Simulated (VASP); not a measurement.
# GaP: quasiparticle gap under strain

Wanted: the deformation potential of the gap of GaP, from G0W0. The cell is of the zinc-blende type, one of the forms listed for this formula, which need not be the common one. The start is a cell from a database of measured crystal structures.

Main program and level: VASP 6.6.1; PBE; plane waves and PAW (Ga_d_GW, P_GW), in the first sound run; inputs show where later runs differ.

### Step 1. Set-up

Symmetry: F-43m, No. 216, cubic system. The conventional cell has a = 5.451 Å, b = 5.451 Å, c = 5.451 Å, α = 90.00°, β = 90.00°, γ = 90.00°. Ga has 4 P at 2.36 Å nearest. P has 4 Ga at 2.36 Å nearest. Farther neighbours are not listed.

As a file:

```xyz
2
Lattice="0.0000 2.7252 2.7252 2.7252 0.0000 2.7252 2.7252 2.7252 0.0000" Properties=species:S:1:pos:R:3 pbc="T T T"
Ga    0.0000    0.0000    0.0000
P     4.0879    4.0879    4.0879
```

### Step 2. Empty bands

The next step needs empty bands that the ground-state run didn't converge, so the Hamiltonian is diagonalised exactly for NBANDS bands, in a single step. LOPTICS writes the k-derivatives of the orbitals (WAVEDER), which give the long-wavelength limit of the screening.

File INCAR:

```
SYSTEM = GaP
PREC = Accurate
ENCUT = 430
ISMEAR = 0
SIGMA = 0.01
LREAL = .FALSE.
GGA = PE
NBANDS = 176
ALGO = Exact
NELM = 1
LWAVE = .TRUE.
LCHARG = .FALSE.
LOPTICS = .TRUE.
NEDOS = 1000
CSHIFT = 0.1
```

File POSCAR:

```
GaP
1.0
    0.0000000000      2.7252500000      2.7252500000
    2.7252500000      0.0000000000      2.7252500000
    2.7252500000      2.7252500000      0.0000000000
Ga P
1 1
Direct
    0.0000000000      0.0000000000      0.0000000000
    0.7500000000      0.7500000000      0.7500000000
```

File KPOINTS:

```
Automatic mesh
0
Gamma
6 6 6
0 0 0
```

PAW data sets: Ga_d_GW and P_GW (PBE family, release 64).

Run with:

```
$ mpirun -np 8 vasp_std
```

The log of the run:

```text
[banner, memory and clock lines left out]
running    8 mpi-ranks, on    1 nodes
 distrk:  each k-point on    8 cores,    1 groups
 distr:  one band on    1 cores,    8 groups

 POSCAR found type information on POSCAR GaP
 POSCAR found :  2 types and       2 ions
|                                                                             |
|           W    W    AA    RRRRR   N    N  II  N    N   GGGG   !!!           |
|           W    W   A  A   R    R  NN   N  II  NN   N  G    G  !!!           |
|           W    W  A    A  R    R  N N  N  II  N N  N  G       !!!           |
|           W WW W  AAAAAA  RRRRR   N  N N  II  N  N N  G  GGG   !            |
|           WW  WW  A    A  R   R   N   NN  II  N   NN  G    G                |
|           W    W  A    A  R    R  N    N  II  N    N   GGGG   !!!           |
|                                                                             |
|     For optimal performance we recommend to set                             |
|       NCORE = 2 up to number-of-cores-per-socket                            |
|     NCORE specifies how many cores store one orbital (NPAR=cpu/NCORE).      |
|     This setting can greatly improve the performance of VASP for DFT.       |
|     The default, NCORE=1 might be grossly inefficient on modern             |
|     multi-core architectures or massively parallel machines. Do your        |
|     Unfortunately you need to use the default for GW and RPA                |
|     calculations (for HF NCORE is supported but not extensively tested      |
|     yet).                                                                   |
|                                                                             |

 LDA part: xc-table for (Slater+PW92), standard interpolation
 found WAVECAR, reading the header
  number of bands has changed, file:    15 present:   176
  trying to continue reading WAVECAR, but it might fail
 POSCAR, INCAR and KPOINTS ok, starting setup
 FFT: planning ... GRIDC
 FFT: planning ... GRID_SOFT
 FFT: planning ... GRID
 reading WAVECAR
 random initialization beyond band           15
 the WAVECAR file was read successfully
 initial charge from wavefunction
 entering main loop
       N       E                     dE             d eps       ncg     rms          rms(c)
DIA:   1    -0.908161938801E+01   -0.90816E+01    0.00000E+00     0   0.000E+00
   1 F= -.90816194E+01 E0= -.90816194E+01  d E =-.904926E-33
 writing wavefunctions
 optical routines
 imaginary and real dielectric function
 recalculating local potential from charge density
 direction            1
 direction            2
 direction            3
```

Wall time 6.2 s (8 MPI ranks of Intel Xeon Platinum 8259CL at 2.50GHz (Skylake/Cascade Lake), shared host); peak memory 1.3 GiB.

The logs omit lines about the potential files and the build; timing stands in the text.

Parts of OUTCAR (step 2):

```text
ion  position               nearest neighbor table
   1  0.000  0.000  0.000-   2 2.36   2 2.36   2 2.36   2 2.36
   2  0.750  0.750  0.750-   1 2.36   1 2.36   1 2.36   1 2.36

  LATTYP: Found a face centered cubic cell.
 ALAT       =     5.4505000000

 Subroutine GETGRP returns: Found 24 space group operations
 (whereof 24 operations were pure point group operations)

The static configuration has the point symmetry T_d .

 Found     16 irreducible k-points:

   k-points           NKPTS =     16   k-points in BZ     NKDIM =     16   number of bands    NBANDS=    176

   dimension x,y,z NGX =    28 NGY =   28 NGZ =   28
   dimension x,y,z NGXF=    56 NGYF=   56 NGZF=   56

   ENCUT  =  430.0 eV  31.60 Ry    5.62 a.u.   6.52  6.52  6.52*2*pi/ulx,y,z

   NELECT =      18.0000    total number of electrons

 k-points in reciprocal lattice and weights: Automatic mesh
   0.00000000  0.00000000  0.00000000       0.005
   0.16666667  0.00000000  0.00000000       0.037
   0.33333333  0.00000000  0.00000000       0.037
   0.50000000  0.00000000  0.00000000       0.019
   0.16666667  0.16666667  0.00000000       0.028
   0.33333333  0.16666667  0.00000000       0.111
   0.50000000  0.16666667  0.00000000       0.111
  -0.33333333  0.16666667  0.00000000       0.111
  -0.16666667  0.16666667  0.00000000       0.056
[...]
-0.33333333  0.33333333  0.16666667       0.111
  -0.33333333  0.50000000  0.16666667       0.056

 average (electrostatic) potential at core
       1 -65.6673       2 -74.8219

 E-fermi :   4.4467

 k-point     1 :       0.0000    0.0000    0.0000
  band No.  band energies     occupation
    ...
      5     -10.0904      2.00000
      6      -8.1293      2.00000
      7       4.3650      2.00000
      8       4.3650      2.00000
      9       4.3650      2.00000
     10       6.1861      0.00000
     11       8.2449      0.00000
     12       8.2449      0.00000
     13       8.2449      0.00000
     14      13.1806      0.00000
    ...

 k-point     2 :       0.1667    0.0000    0.0000
  band No.  band energies     occupation
    ...
      5     -10.0901      2.00000
      6      -7.7733      2.00000
      7       1.9759      2.00000
      8       3.9940      2.00000
      9       3.9940      2.00000
     10       6.7746      0.00000
     11       8.7936      0.00000
     12       8.7936      0.00000
     13       9.3895      0.00000
     14      13.2909      0.00000
    ...

 k-point     3 :       0.3333    0.0000    0.0000
  band No.  band energies     occupation
    ...
      5     -10.0867      2.00000
      6      -6.8267      2.00000
      7      -0.8448      2.00000
      8       3.4580      2.00000
      9       3.4580      2.00000
     10       6.2599      0.00000
     11       9.1700      0.00000
     12       9.1700      0.00000
     13      11.9614      0.00000
     14      13.9680      0.00000
    ...

  Total        0.6260930      0.6260930      0.6260930      0.0000000      0.0000000     -0.0000000
  in kB       24.7799466     24.7799466     24.7799466      0.0000000      0.0000000     -0.0000000
  external PRESSURE =      24.7799466 kB  Pullay stress =       0.0000000 kB

  energy-cutoff  :      430.00
  volume of cell :       40.48
      direct lattice vectors                 reciprocal lattice vectors
     0.000000000  2.725250000  2.725250000    -0.183469406  0.183469406  0.183469406
     2.725250000  0.000000000  2.725250000     0.183469406 -0.183469406  0.183469406
     2.725250000  2.725250000  0.000000000     0.183469406  0.183469406 -0.183469406

 POSITION                                       TOTAL-FORCE (eV/Angst)
 -----------------------------------------------------------------------------------
      0.00000      0.00000      0.00000         0.000000      0.000000      0.000000
      4.08788      4.08788      4.08788        -0.000000     -0.000000     -0.000000
 -----------------------------------------------------------------------------------
    total drift:                               -0.000011     -0.000011     -0.000011

  FREE ENERGIE OF THE ION-ELECTRON SYSTEM (eV)
  ---------------------------------------------------
  free  energy   TOTEN  =        -9.0816193880 eV

  energy  without entropy=       -9.0816193880  energy(sigma->0) =       -9.08161939

 plasma frequency squared (from intraband transitions) (eV^2)
  --------------------------------------------------------------------------------------
       0.000       0.000       0.000
       0.000       0.000      -0.000
       0.000      -0.000       0.000

[... 3 further parts left out ...]
```

The gap is read on the k-mesh alone, so it is an upper bound where the band edges lie off the mesh, and a coarse mesh can show a gap where there is none.

This step gave:

```yaml
gap_on_the_k_mesh: 1.647 eV
least_direct_gap_on_the_k_mesh: 1.821 eV
```

WAVECAR now holds 176 bands for 18 electrons. Its independent-particle dielectric tensor has xx, yy, zz = 13.4, 13.4, 13.4 on this mesh. It isn't tested for convergence in mesh or bands and lacks local fields, and at a small direct gap a coarse mesh makes it too large, which overscreens the GW step.

### Step 3. G0W0

This step: G0W0 on PBE; plane waves and PAW (Ga_d_GW, P_GW) (VASP 6.6.1).

G0W0 keeps orbitals and screening fixed and shifts each of the lowest NBANDSGW levels once.

File INCAR:

```
SYSTEM = GaP
PREC = Accurate
ENCUT = 430
ISMEAR = 0
SIGMA = 0.01
LREAL = .FALSE.
GGA = PE
NBANDS = 176
ALGO = EVGW0
NELMGW = 1
ENCUTGW = 150
NOMEGA = 48
PRECFOCK = Fast
NBANDSGW = 24
LWAVE = .FALSE.
LCHARG = .FALSE.
```

POSCAR is that of step 2.

KPOINTS is that of step 2.

Run with:

```
$ mpirun -np 8 vasp_std
```

The log of the run:

```text
[banner, memory and clock lines left out]
running    8 mpi-ranks, on    1 nodes
 distrk:  each k-point on    8 cores,    1 groups
 distr:  one band on    1 cores,    8 groups

 POSCAR found type information on POSCAR GaP
 POSCAR found :  2 types and       2 ions
 [... a notice as in an earlier step ...]

|                                                                             |
|           W    W    AA    RRRRR   N    N  II  N    N   GGGG   !!!           |
|           W    W   A  A   R    R  NN   N  II  NN   N  G    G  !!!           |
|           W    W  A    A  R    R  N N  N  II  N N  N  G       !!!           |
|           W WW W  AAAAAA  RRRRR   N  N N  II  N  N N  G  GGG   !            |
|           WW  WW  A    A  R   R   N   NN  II  N   NN  G    G                |
|           W    W  A    A  R    R  N    N  II  N    N   GGGG   !!!           |
|                                                                             |
|     The default for ENCUTGWSOFT is different in this version of VASP.       |
|     please manually set ENCUTGWSOFT =150 in the INCAR file.                 |
|                                                                             |

 LDA part: xc-table for (Slater+PW92), standard interpolation
 found WAVECAR, reading the header
 POSCAR, INCAR and KPOINTS ok, starting setup
 FFT: planning ... GRIDC
 FFT: planning ... GRID_SOFT
 FFT: planning ... GRID
 reading WAVECAR
 the WAVECAR file was read successfully
 initial charge from wavefunction
 available memory per node:     67.64 GB, setting MAXMEM to     69261

 The Fermi energy was updated, please check that it is located mid-gap
 values below the HOMO (VB) or above the LUMO (CB) will cause erroneous energies
 E-fermi :   5.1885

 calculate exact exchange contribution
 the WAVEDER file was read successfully
energies w=
    0.000    0.000    0.578    0.000    1.153    0.000    1.724    0.000
    2.288    0.000    2.844    0.000    3.391    0.000    3.929    0.000
    4.456    0.000    4.973    0.000    5.482    0.000    5.982    0.000
    6.475    0.000    6.961    0.000    7.444    0.000    7.924    0.000
    8.403    0.000    8.883    0.000    9.367    0.000    9.856    0.000
   10.352    0.000   10.860    0.000   11.381    0.000   11.918    0.000
   12.477    0.000   13.060    0.000   13.674    0.000   14.323    0.000
   15.015    0.000   15.758    0.000   16.563    0.000   17.440    0.000
   18.406    0.000   19.479    0.000   20.684    0.000   22.054    0.000
   23.629    0.000   25.466    0.000   27.644    0.000   30.272    0.000
   33.514    0.000   37.616    0.000   42.977    0.000   50.276    0.000
   60.784    0.000   77.170    0.000  106.178    0.000  171.195    0.000
 responsefunction array rank=     176
 LDA part: xc-table for (Slater+PW92), standard interpolation

 min. memory requirement per mpi rank    256.2 MB, per node   2049.9 MB

 allocating   6 responsefunctions rank=   176
 shmem allocating  48 responsefunctions rank=   176
 response function shared by NCSHMEM nodes    1
 Doing            6  frequencies on each core in blocks of           48
NQ=   1    0.0000    0.0000    0.0000,
|.........|.........|.........|.........|.........|.........|.........|.........
 performed        784000 updates of chi_q(r,r)
 total number of BLAS operations        179.24 Gflops
NQ=   2    0.1667    0.0000    0.0000,
|.........|.........|.........|.........|.........|.........|.........|.........
 performed       2142000 updates of chi_q(r,r)
 total number of BLAS operations        497.13 Gflops
NQ=   3    0.3333    0.0000    0.0000,
|.........|.........|.........|.........|.........|.........|.........|.........
 performed       3500000 updates of chi_q(r,r)
 total number of BLAS operations        793.11 Gflops
NQ=   4    0.5000    0.0000    0.0000,
|.........|.........|.........|.........|.........|.........|.........|.........
 performed       4656000 updates of chi_q(r,r)
 total number of BLAS operations       1054.16 Gflops
NQ=   5    0.1667    0.1667    0.0000,
|.........|.........|.........|.........|.........|.........|.........|.........
 performed       6014000 updates of chi_q(r,r)
 total number of BLAS operations       1364.66 Gflops
NQ=   6    0.3333    0.1667    0.0000,
|.........|.........|.........|.........|.........|.........|.........|.........
 performed       8099000 updates of chi_q(r,r)
 total number of BLAS operations       1797.12 Gflops
NQ=   7    0.5000    0.1667    0.0000,
|.........|.........|.........|.........|.........|.........|.........|.........
 performed      10184000 updates of chi_q(r,r)
 total number of BLAS operations       2268.00 Gflops
NQ=   8   -0.3333    0.1667    0.0000,
|.........|.........|.........|.........|.........|.........|.........|.........
 performed      12269000 updates of chi_q(r,r)
 total number of BLAS operations       2727.73 Gflops
NQ=   9   -0.1667    0.1667    0.0000,
|.........|.........|.........|.........|.........|.........|.........|.........
 performed      14084000 updates of chi_q(r,r)
 total number of BLAS operations       3118.29 Gflops
NQ=  10    0.3333    0.3333    0.0000,
|.........|.........|.........|.........|.........|.........|.........|.........
 performed      15442000 updates of chi_q(r,r)
 total number of BLAS operations       3432.47 Gflops
NQ=  11    0.5000    0.3333    0.0000,
|.........|.........|.........|.........|.........|.........|.........|.........
 performed      17527000 updates of chi_q(r,r)
 total number of BLAS operations       3926.04 Gflops
NQ=  12   -0.3333    0.3333    0.0000,
|.........|.........|.........|.........|.........|.........|.........|.........
 performed      19342000 updates of chi_q(r,r)
 total number of BLAS operations       4355.63 Gflops
NQ=  13    0.5000    0.5000    0.0000,
|.........|.........|.........|.........|.........|.........|.........|.........
 performed      20379000 updates of chi_q(r,r)
 total number of BLAS operations       4607.02 Gflops
NQ=  14    0.5000    0.3333    0.1667,
|.........|.........|.........|.........|.........|.........|.........|.........
 performed      22717000 updates of chi_q(r,r)
 total number of BLAS operations       5154.15 Gflops
NQ=  15   -0.3333    0.3333    0.1667,
|.........|.........|.........|.........|.........|.........|.........|.........
 performed      24920000 updates of chi_q(r,r)
 total number of BLAS operations       5651.73 Gflops
NQ=  16   -0.3333    0.5000    0.1667,
|.........|.........|.........|.........|.........|.........|.........|.........
 performed      26743000 updates of chi_q(r,r)
 total number of BLAS operations       6083.32 Gflops
 resolving degeneracies of screened two electron integrals

 calculate QP shifts <psi_nk| G(iteration)W_0 |psi_nk>: iteration 1
 entering main loop
```

It took 3.1 min on 8 MPI ranks; peak memory 2.5 GiB; 24 min of CPU time.

From OUTCAR (step 3):

```text
The static configuration has the point symmetry T_d .

 Found     16 irreducible k-points:

   k-points           NKPTS =     16   k-points in BZ     NKDIM =    216   number of bands    NBANDS=    176

   NELECT =      18.0000    total number of electrons

 E-fermi :   5.1885

 QP shifts <psi_nk| G(iteration)W_0 |psi_nk>: iteration 1
 for sc-GW calculations column KS-energies equals QP-energies in previous step
 and V_xc(KS)=  KS-energies - (<T + V_ion + V_H > + <T+V_H+V_ion>^1  + <V_x>^1)
 k-point   1 :       0.0000    0.0000    0.0000
  band No.  KS-energies  QP-energies   sigma(KS)   V_xc(KS)     V^pw_x(r,r')   Z            occupation Imag(sigma)
    ...
      6      -8.1293      -8.6300     -12.1488     -11.3657     -18.6847       0.6394       2.0000       1.0028
      7       4.3650       3.7753     -13.3865     -12.6105     -14.3547       0.7600       2.0000       0.0339
      8       4.3650       3.7753     -13.3865     -12.6105     -14.3547       0.7600       2.0000       0.0339
      9       4.3650       3.7753     -13.3865     -12.6105     -14.3547       0.7600       2.0000       0.0339
     10       6.1861       6.5039     -11.2158     -11.6286      -7.1651       0.7700       0.0000      -0.0679
     11       8.2449       8.4209     -10.2596     -10.4894      -5.9230       0.7657       0.0000      -0.0786
     12       8.2449       8.4209     -10.2596     -10.4894      -5.9230       0.7657       0.0000      -0.0786
     13       8.2449       8.4209     -10.2596     -10.4894      -5.9230       0.7657       0.0000      -0.0786
    ...

 k-point   2 :       0.1667    0.0000    0.0000
  band No.  KS-energies  QP-energies   sigma(KS)   V_xc(KS)     V^pw_x(r,r')   Z            occupation Imag(sigma)
    ...
      6      -7.7733      -8.3063     -12.3736     -11.5539     -18.8044       0.6502       2.0000       0.9630
      7       1.9759       1.3790     -12.7076     -11.9046     -14.3439       0.7434       2.0000       0.0526
      8       3.9940       3.3898     -13.1669     -12.3719     -14.2198       0.7601       2.0000       0.0350
      9       3.9940       3.3898     -13.1669     -12.3719     -14.2198       0.7601       2.0000       0.0350
     10       6.7746       7.0349     -10.7967     -11.1354      -6.7128       0.7686       0.0000      -0.0706
     11       8.7936       8.9807     -10.4234     -10.6697      -5.9183       0.7595       0.0000      -0.0872
     12       8.7936       8.9807     -10.4234     -10.6697      -5.9183       0.7595       0.0000      -0.0872
     13       9.3895       9.5519     -10.7929     -11.0088      -6.1464       0.7523       0.0000      -0.0997
    ...

 k-point   3 :       0.3333    0.0000    0.0000
  band No.  KS-energies  QP-energies   sigma(KS)   V_xc(KS)     V^pw_x(r,r')   Z            occupation Imag(sigma)
    ...
      6      -6.8267      -7.4026     -12.8465     -11.9842     -18.9774       0.6678       2.0000       0.8571
      7      -0.8448      -1.4847     -12.1799     -11.2800     -15.1885       0.7111       2.0000       0.1685
      8       3.4580       2.8249     -12.9811     -12.1442     -14.2290       0.7565       2.0000       0.0388
      9       3.4580       2.8249     -12.9811     -12.1442     -14.2290       0.7565       2.0000       0.0388
     10       6.2599       6.4808     -10.5707     -10.8563      -6.6479       0.7736       0.0000      -0.0705
     11       9.1700       9.3426     -10.2073     -10.4352      -5.5964       0.7578       0.0000      -0.0976
     12       9.1700       9.3426     -10.2073     -10.4352      -5.5964       0.7578       0.0000      -0.0976
     13      11.9614      12.0437     -10.3082     -10.4200      -4.7456       0.7361       0.0000      -0.2140
    ...

[... 7 parts as in an earlier step ...]

[... 5 further parts left out ...]
```

This step gave:

```
quasiparticle gap on the mesh                 : 2.175 eV
smallest direct quasiparticle gap on the mesh : 2.729 eV
gap of the starting orbitals on the mesh      : 1.647 eV
```

GW takes the gap from 1.647 to 2.175 eV. Spin-orbit coupling is left out. The value holds for 176 bands, ENCUTGW = 150 eV and this mesh, and isn't shown to be converged in them.

(Continued in part 2 of 4.)

[Lines on the potential files, build, host, timing and source positions are cut from VASP's logs without a mark.]

[Logs are printed without paths, hosts, clocks, repeated set-up lines and the standing remarks that a program may print on its own settings, such as how far it seeks lower states.]

[Hosts, paths, dates, database ids (printed as entryN), source tags and the programs' standing remarks are cut or masked in the printed files.]

[Pressures printed for these runs are not shown converged in the cutoff: they can be off by several GPa and have the wrong sign.]

[In band tables of VASP the shares of atoms and orbitals are scaled to a sum of 1 inside the atoms' spheres.]
